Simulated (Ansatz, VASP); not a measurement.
# P2Se2O: VASP beside Ansatz

```
P Se O
1.0
     3.68991    0.00000    0.00000
     0.00000    3.68991    0.00000
     0.00000    0.00000    6.96684
P Se O
2 2 1
Direct
  0.50000 0.50000 0.00079
  0.50000 0.50000 0.32795
  0.00000 0.00000 0.31583
  0.50000 0.50000 0.68906
  0.00000 0.00000 0.05723
```

Alike in both runs: functional PBE; dispersion D3(BJ); k mesh 4 × 4 × 4; occupations gaussian, width 0.1 eV; collinear spin.

Ansatz relaxed the structure, and its values are those at the end. VASP's run is a single point on that final structure, the one shown.

|  | VASP | Ansatz |
| --- | --- | --- |
| version | VASP 6.6.1 | Ansatz 0.2.0 |
| potentials or method | VASP PAW PBE potentials, release 64 (P, Se, O) | scalar-relativistic, plane waves, PAW |
| plane-wave cutoff (eV) | 520 | 420 |
| valence electrons in the cell | 28 | 48 |

VASP gave:

* gap on the k mesh at the Fermi level (eV): none
* pressure (GPa): 0.0
* rms of the force components (eV/Å): 0.061
* net moment per atom (μB): 0.00

**Question.** Which values does Ansatz return?

**Answer.** gap on the k mesh at the Fermi level (eV): none; pressure (GPa): 0.0; rms of the force components (eV/Å): 0.009; net moment per atom (μB): 0.00.

A gap of «none» marks a metal or a gap that the smearing closes. The two sets of potentials don't hold the same shells in valence. Ansatz warned: «seeded_moment_not_kept».

Caveats: the k mesh is coarse (spacing up to 0.43 Å⁻¹), so the values aren't converged; pairwise dispersion overbinds metals, which lowers pressure and volume.
